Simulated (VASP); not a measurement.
Here is a VASP 6.6.1 calculation.

Contents of INCAR:

```
SYSTEM = MgTi2N2
PREC = Normal
ENCUT = 520
EDIFF = 1E-4
ISMEAR = 0
SIGMA = 0.15
LREAL = .FALSE.
LASPH = .TRUE.
NELM = 60
ALGO = Fast
ISIF = 3
LWAVE = .FALSE.
LCHARG = .FALSE.
GGA = PE
IBRION = 2
NSW = 24
EDIFFG = -0.08
```

The input KPOINTS:

```
Automatic mesh
0
G
  4 4 3
  0 0 0
```

The input POSCAR:

```
MgTi2N2
1.0
    3.8372674500      0.0000000000      0.0000000000
   -1.9186337300      3.3231711000      0.0000000000
    0.0000000000      0.0000000000      5.3446412000
Mg Ti N
1 2 2
Direct
    0.0000000000      0.0000000000      0.5000000000
    0.0000000000      0.0000000000      0.0000000000
    0.3333333300      0.6666666700      0.5000000000
    0.3333333300      0.6666666700      0.2227252200
    0.3333333300      0.6666666700      0.7772747800
```

Potentials or basis: VASP PAW PBE potentials, release 64 (Mg, Ti_sv, N).

Command:

```bash
$ cat potpaw_PBE.64/Mg/POTCAR potpaw_PBE.64/Ti_sv/POTCAR potpaw_PBE.64/N/POTCAR > POTCAR
$ mpirun -np 1 vasp_std > vasp.out
```

(1) Predict the band gap on the k mesh.

(2) What does it give for the relaxed volume?

(3) What does it give for the space group after relaxing (to 0.05 Å)?

(4) What does it give for the relaxed cell?

Results:

(1) none (metal or under the smearing width).

(2) 15.95 Å³/atom.

(3) P-6m2 (No. 187).

(4) a = 4.195 Å, b = 4.195 Å, c = 5.232 Å, α = 90.00°, β = 90.00°, γ = 120.00°.

Caveat: the k mesh is coarse (spacing up to 0.47 Å⁻¹), so the values aren't converged; the volume moved by over 15 % at a fixed basis, so the end points are rough.
